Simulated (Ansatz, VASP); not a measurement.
# Hf2Sb3Te in two plane-wave programs, part 2 of 3

One calculation is typed for both programs; each brings its own data sets. How far apart do they land?  Valence electrons are named where the data sets of a main pair hold unlike numbers.

VASP 6.6.1 and Ansatz 0.2.0.

So far: The structure; Ansatz: single point, r2SCAN with rVV10.

## (3) VASP: single point, r2SCAN with rVV10

Level of this step: r2SCAN with rVV10, spin-polarised from a ferromagnetic start; plane waves and PAW (Te, Sb, Hf) (VASP).

The same cell, functional, mesh and smearing now go to VASP, with its own data sets.

Lines of VASP's logs that name or quote its potential files are left out, and so is its time.

Contents of INCAR:

```
SYSTEM = Hf2Sb3Te
PREC = Normal
ENCUT = 300
EDIFF = 1E-06
NELM = 120
ISMEAR = 0
SIGMA = 0.05
LREAL = Auto
ALGO = Normal
METAGGA = R2SCAN
LUSE_VDW = .TRUE.
IVDW_NL = 2
BPARAM = 11.95
CPARAM = 0.0093
LASPH = .TRUE.
NBANDS = 92
ISPIN = 2
MAGMOM = 0.6 0.6 0.6 0.6 0.6 0.6 0.6 0.6 0.6 0.6 0.6 0.6 0.6 0.6 0.6 0.6 0.6 0.6
LMAXMIX = 4
LORBIT = 11
LWAVE = .TRUE.
LCHARG = .TRUE.
IDIPOL = 3
LDIPOL = .TRUE.
DIPOL = 0.5 0.5 0.51
LVHAR = .TRUE.
LVACPOTAV = .TRUE.
LELF = .TRUE.
NEDOS = 1500
```

Contents of POSCAR:

```
Hf2Sb3Te
1.0
    3.6922890000      0.0000000000      0.0000000000
    0.0000000000      8.7512272489      0.0000000000
    0.0000000000      0.0000000000     28.4786970261
Te Sb Hf
3 9 6
Direct
    0.0000000000      0.8713238300      0.2633547500
    0.5000000000      0.5754243400      0.4269952300
    0.0000000000      0.2793933548      0.5887884899
    0.0000000000      0.5333781200      0.3237578900
    0.5000000000      0.1472879900      0.3411047600
    0.0000000000      0.9660091400      0.4093642800
    0.5000000000      0.2374786200      0.4873983700
    0.0000000000      0.8563749570      0.5056483233
    0.5000000000      0.6738880251      0.5680939483
    0.0000000000      0.9529186660      0.6550059306
    0.5000000000      0.5488869497      0.6609858295
    0.0000000000      0.3657624932      0.7381351500
    0.5000000000      0.8017334300      0.3441113300
    0.0000000000      0.3130736200      0.4063704800
    0.0000000000      0.5081067881      0.5059897840
    0.5000000000      0.0201596123      0.5703399210
    0.5000000000      0.2208670177      0.6682184839
    0.0000000000      0.6942174965      0.7195227700
```

Contents of KPOINTS:

```
Automatic mesh
0
Gamma
4 2 1
0 0 0
```

PAW data sets: Te, Sb and Hf (PBE family, release 64).

On the command line:

```bash
$ mpirun -np 4 vasp_std
```

Log:

```text
[banner, memory and clock lines left out]
running    4 mpi-ranks, on    1 nodes
 distrk:  each k-point on    4 cores,    1 groups
 distr:  one band on    1 cores,    4 groups

 POSCAR found type information on POSCAR TeSbHf
 POSCAR found :  3 types and      18 ions
|                                                                             |
|               ----> ADVICE to this user running VASP <----                  |
|                                                                             |
|     You have switched on vdW-DFT.                                           |
|     This routine was written and supplied by Jiri Klimes. We recommend      |
|     that you carefully read and cite the following publications:            |
|       J. Klimes, D.R. Bowler, A. Michelides                                 |
|          J. Phys.: Cond Matt. 22 022201 (2010)                              |
|       J. Klimes, D.R. Bowler, A. Michelides                                 |
|          Phys. Rev. B. 83, 195131 (2011)                                    |
|     and references therein.                                                 |
|                                                                             |

|                                                                             |
|               ----> ADVICE to this user running VASP <----                  |
|                                                                             |
|     You enforced a specific xc type in the INCAR file but a different       |
|     [... a line on the potential file left out ...]
|     I HOPE YOU KNOW WHAT YOU ARE DOING!                                     |
|                                                                             |

 LDA part: xc-table for (None), standard interpolation
 POSCAR, INCAR and KPOINTS ok, starting setup
 FFT: planning ... GRIDC
 FFT: planning ... GRID_SOFT
 FFT: planning ... GRID
 WAVECAR not read
 entering main loop
       N       E                     dE             d eps       ncg     rms          rms(c)
Total rVV10 correction in eV:      2.9548659   165.2780662
DAV:   1    -0.177319476575E+03   -0.17732E+03   -0.19912E+04  2216   0.465E+02
DAV:   2    -0.549580439615E+03   -0.37226E+03   -0.34856E+03  2828   0.116E+02
DAV:   3    -0.585281620922E+03   -0.35701E+02   -0.34458E+02  2872   0.360E+01
DAV:   4    -0.586741050109E+03   -0.14594E+01   -0.14467E+01  3072   0.771E+00
DAV:   5    -0.586789049122E+03   -0.47999E-01   -0.47898E-01  3128   0.153E+00    0.231E+01
Total rVV10 correction in eV:      2.9109665   165.3189377
DAV:   6    -0.600968928853E+03   -0.14180E+02   -0.87203E+01  3104   0.147E+01    0.210E+01
Total rVV10 correction in eV:      2.9056859   165.3327514
DAV:   7    -0.612724161199E+03   -0.11755E+02   -0.20939E+02  3368   0.307E+01    0.210E+01
Total rVV10 correction in eV:      2.8672512   165.4112513
DAV:   8    -0.581782289643E+03    0.30942E+02   -0.96706E+01  2908   0.188E+01    0.140E+01
Total rVV10 correction in eV:      2.8315390   165.5069848
DAV:   9    -0.580133599406E+03    0.16487E+01   -0.11146E+01  2840   0.653E+00    0.708E+00
Total rVV10 correction in eV:      2.8320952   165.5035827
DAV:  10    -0.736743770376E+03   -0.15661E+03   -0.20403E+00  2968   0.305E+00    0.430E+01
Total rVV10 correction in eV:      2.8867274   166.0210616
DAV:  11    -0.578415067935E+03    0.15833E+03   -0.57934E+03  2320   0.774E+01    0.556E+00
Total rVV10 correction in eV:      2.8563938   165.5543126
DAV:  12    -0.578903755240E+03   -0.48869E+00   -0.14472E+00  2748   0.234E+00    0.413E+00
Total rVV10 correction in eV:      2.8522072   165.4523041
DAV:  13    -0.578707750211E+03    0.19601E+00   -0.13560E+00  2744   0.168E+00    0.298E+00
Total rVV10 correction in eV:      2.8536509   165.4165387
DAV:  14    -0.578953777992E+03   -0.24603E+00   -0.47953E-01  2712   0.128E+00    0.248E+00
Total rVV10 correction in eV:      2.8649219   165.3712148
DAV:  15    -0.579231069416E+03   -0.27729E+00   -0.55145E-01  2480   0.119E+00    0.193E+00
Total rVV10 correction in eV:      2.8786586   165.3472134
DAV:  16    -0.579429965565E+03   -0.19890E+00   -0.99163E-01  2236   0.144E+00    0.167E+00
Total rVV10 correction in eV:      2.8879829   165.3420406
DAV:  17    -0.579569888798E+03   -0.13992E+00   -0.26812E-01  2584   0.935E-01    0.180E+00
Total rVV10 correction in eV:      2.8902858   165.3444369
DAV:  18    -0.579545293204E+03    0.24596E-01   -0.14600E-01  2392   0.689E-01    0.166E+00
Total rVV10 correction in eV:      2.8877592   165.3663499
DAV:  19    -0.579249580394E+03    0.29571E+00   -0.41380E-01  2512   0.104E+00    0.122E+00
Total rVV10 correction in eV:      2.8871277   165.3733800
DAV:  20    -0.579306973443E+03   -0.57393E-01   -0.67745E-02  2564   0.528E-01    0.100E+00
Total rVV10 correction in eV:      2.8867142   165.3784220
DAV:  21    -0.579474005093E+03   -0.16703E+00   -0.54283E-02  2484   0.463E-01    0.883E-01
Total rVV10 correction in eV:      2.8869325   165.3786085
DAV:  22    -0.579570077036E+03   -0.96072E-01   -0.46834E-02  2236   0.440E-01    0.757E-01
Total rVV10 correction in eV:      2.8882338   165.3683413
DAV:  23    -0.579690784487E+03   -0.12071E+00   -0.87720E-02  2572   0.534E-01    0.643E-01
Total rVV10 correction in eV:      2.8866703   165.3702555
DAV:  24    -0.579775033366E+03   -0.84249E-01   -0.69664E-02  2460   0.484E-01    0.503E-01
Total rVV10 correction in eV:      2.8858911   165.3727471
DAV:  25    -0.579839802361E+03   -0.64769E-01   -0.45920E-02  2508   0.406E-01    0.384E-01
Total rVV10 correction in eV:      2.8866788   165.3644172
DAV:  26    -0.580359070157E+03   -0.51927E+00   -0.26361E-02  2528   0.315E-01    0.740E+00
Total rVV10 correction in eV:      2.9017187   165.4595096
DAV:  27    -0.579679943942E+03    0.67913E+00   -0.41797E+02  2376   0.494E+00    0.864E-01
Total rVV10 correction in eV:      2.8940076   165.3728900
DAV:  28    -0.579884689101E+03   -0.20475E+00   -0.17787E-02  2312   0.336E-01    0.309E-01
Total rVV10 correction in eV:      2.8916201   165.3542855
DAV:  29    -0.579902012111E+03   -0.17323E-01   -0.44391E-03  2368   0.189E-01    0.250E-01
Total rVV10 correction in eV:      2.8908792   165.3472753
DAV:  30    -0.579908249111E+03   -0.62370E-02   -0.32060E-03  2428   0.139E-01    0.234E-01
Total rVV10 correction in eV:      2.8916349   165.3386962
DAV:  31    -0.579903587564E+03    0.46615E-02   -0.20486E-03  2472   0.110E-01    0.209E-01
Total rVV10 correction in eV:      2.8946827   165.3216221
DAV:  32    -0.579893315644E+03    0.10272E-01   -0.45122E-03  2360   0.157E-01    0.194E-01
Total rVV10 correction in eV:      2.8963294   165.3123145
DAV:  33    -0.579887954869E+03    0.53608E-02   -0.17029E-03  2536   0.997E-02    0.190E-01
Total rVV10 correction in eV:      2.8974649   165.3061064
DAV:  34    -0.579883441143E+03    0.45137E-02   -0.66878E-04  2520   0.747E-02    0.185E-01
Total rVV10 correction in eV:      2.8988778   165.2992879
DAV:  35    -0.579878860407E+03    0.45807E-02   -0.68421E-04  2392   0.705E-02    0.182E-01
Total rVV10 correction in eV:      2.8999586   165.2939526
DAV:  36    -0.579874976532E+03    0.38839E-02   -0.40262E-04  2568   0.592E-02    0.181E-01
Total rVV10 correction in eV:      2.9007856   165.2896202
DAV:  37    -0.579872167707E+03    0.28088E-02   -0.33012E-04  2392   0.505E-02    0.180E-01
Total rVV10 correction in eV:      2.9014198   165.2855207
DAV:  38    -0.579869742659E+03    0.24250E-02   -0.35547E-04  2560   0.470E-02    0.181E-01
Total rVV10 correction in eV:      2.9015005   165.2846759
DAV:  39    -0.579869290744E+03    0.45191E-03   -0.62227E-05  2632   0.227E-02    0.181E-01
Total rVV10 correction in eV:      2.9015365   165.2845629
DAV:  40    -0.579869222708E+03    0.68036E-04   -0.12836E-05  2428   0.118E-02    0.181E-01
Total rVV10 correction in eV:      2.9015925   165.2845057
DAV:  41    -0.579869163745E+03    0.58963E-04   -0.12541E-05  2368   0.110E-02    0.181E-01
Total rVV10 correction in eV:      2.9016136   165.2844911
DAV:  42    -0.579869149719E+03    0.14027E-04   -0.76264E-06  2208   0.953E-03    0.181E-01
Total rVV10 correction in eV:      2.9016246   165.2844898
DAV:  43    -0.579869154624E+03   -0.49059E-05   -0.47193E-06  2104   0.767E-03    0.181E-01
Total rVV10 correction in eV:      2.9016429   165.2844908
DAV:  44    -0.579869158394E+03   -0.37699E-05   -0.58659E-06  2112   0.815E-03    0.181E-01
Total rVV10 correction in eV:      2.9016494   165.2844969
DAV:  45    -0.579869171503E+03   -0.13109E-04   -0.44409E-06  2056   0.739E-03    0.181E-01
Total rVV10 correction in eV:      2.9016548   165.2845111
DAV:  46    -0.579869188906E+03   -0.17403E-04   -0.51359E-06  2064   0.798E-03    0.180E-01
Total rVV10 correction in eV:      2.9016571   165.2845242
DAV:  47    -0.579869199302E+03   -0.10396E-04   -0.38848E-06  2056   0.717E-03    0.180E-01
Total rVV10 correction in eV:      2.9016551   165.2845356
DAV:  48    -0.579869209516E+03   -0.10214E-04   -0.29367E-06  2032   0.617E-03    0.180E-01
Total rVV10 correction in eV:      2.9016512   165.2845436
DAV:  49    -0.579869213335E+03   -0.38194E-05   -0.28806E-06  2016   0.631E-03    0.180E-01
Total rVV10 correction in eV:      2.9016464   165.2845489
DAV:  50    -0.579869218836E+03   -0.55007E-05   -0.26380E-06  2000   0.603E-03    0.180E-01
Total rVV10 correction in eV:      2.9016364   165.2845550
DAV:  51    -0.579869230063E+03   -0.11226E-04   -0.29627E-06  1992   0.613E-03    0.180E-01
Total rVV10 correction in eV:      2.9016340   165.2845574
DAV:  52    -0.579869229952E+03    0.11061E-06   -0.23145E-06  1984   0.544E-03
|                                                                             |
|           W    W    AA    RRRRR   N    N  II  N    N   GGGG   !!!           |
|           W    W   A  A   R    R  NN   N  II  NN   N  G    G  !!!           |
|           W    W  A    A  R    R  N N  N  II  N N  N  G       !!!           |
|           W WW W  AAAAAA  RRRRR   N  N N  II  N  N N  G  GGG   !            |
|           WW  WW  A    A  R   R   N   NN  II  N   NN  G    G                |
|           W    W  A    A  R    R  N    N  II  N    N   GGGG   !!!           |
|                                                                             |
|     Did not find any points to average over, which means that no vacuum     |
|     field-free region was found. Please increase the size of  your cell     |
|     in the dimension of the dipole correction to obtain accurate            |
|     workfunction values.                                                    |
|                                                                             |

Total rVV10 correction in eV:      2.9006310   165.2780635
Total rVV10 correction in eV:      2.9016303   165.2845611
   1 F= -.57986923E+03 E0= -.57986457E+03  d E =-.932711E-02  mag=     2.4336
 writing wavefunctions
|                                                                             |
|           W    W    AA    RRRRR   N    N  II  N    N   GGGG   !!!           |
|           W    W   A  A   R    R  NN   N  II  NN   N  G    G  !!!           |
|           W    W  A    A  R    R  N N  N  II  N N  N  G       !!!           |
|           W WW W  AAAAAA  RRRRR   N  N N  II  N  N N  G  GGG   !            |
|           WW  WW  A    A  R   R   N   NN  II  N   NN  G    G                |
|           W    W  A    A  R    R  N    N  II  N    N   GGGG   !!!           |
|                                                                             |
|     Did not find any points to average over, which means that no vacuum     |
|     field-free region was found. Please increase the size of  your cell     |
|     in the dimension of the dipole correction to obtain accurate            |
|     workfunction values.                                                    |
|                                                                             |
```

[end of part 2 of 3]

[Lines on the potential files, build, host, timing and source positions are cut from VASP's logs without a mark.]

[Logs are printed without paths, hosts, clocks, repeated set-up lines and the standing remarks that a program may print on its own settings, such as how far it seeks lower states.]

[Hosts, paths, dates, database ids (printed as entryN), source tags and the programs' standing remarks are cut or masked in the printed files.]
